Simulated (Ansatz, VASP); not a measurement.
One calculation of LiMg6Mo, two programs

```
Mo Mg Li
1.0
     4.31025    0.00000    0.00000
     0.00000    4.22658    4.33939
     0.00000   -4.22658    4.33939
Mo Mg Li
1 6 1
Direct
  0.00000 0.12263 0.12263
  0.50000 0.35408 0.35408
  0.50000 0.89297 0.89297
  0.50000 0.36744 0.88049
  0.50000 0.88049 0.36744
  0.00000 0.12829 0.62259
  0.00000 0.62259 0.12829
  0.00000 0.63151 0.63151
```

Change from the starting cell: volume scaled by 0.98.

Alike in both runs: task single point; functional PBE; k mesh 6 × 5 × 5; occupations fermi-dirac, width 0.05 eV; no spin polarisation.

```csv
,VASP,Ansatz
version,VASP 6.6.1,Ansatz 0.2.0
potentials or method,"VASP PAW PBE potentials, release 64 (Mo_sv, Mg, Li_sv)",Ansatz PAW
plane-wave cutoff (eV),520,420
valence electrons in the cell,29,77
```

|  | VASP | Ansatz | Ansatz less VASP |
| --- | --- | --- | --- |
| gap on the k mesh at the Fermi level (eV) | none | none | - |
| rms of the force components (eV/Å) | 0.039 | 0.039 | -0.0004 |

Atom by atom the forces differ by 0.000 eV/Å (rms over components). A gap of «none» marks a metal or a gap that the smearing closes. The functional is the same, so the differences come from potentials, cutoffs and numerics. The two sets of potentials don't hold the same shells in valence.
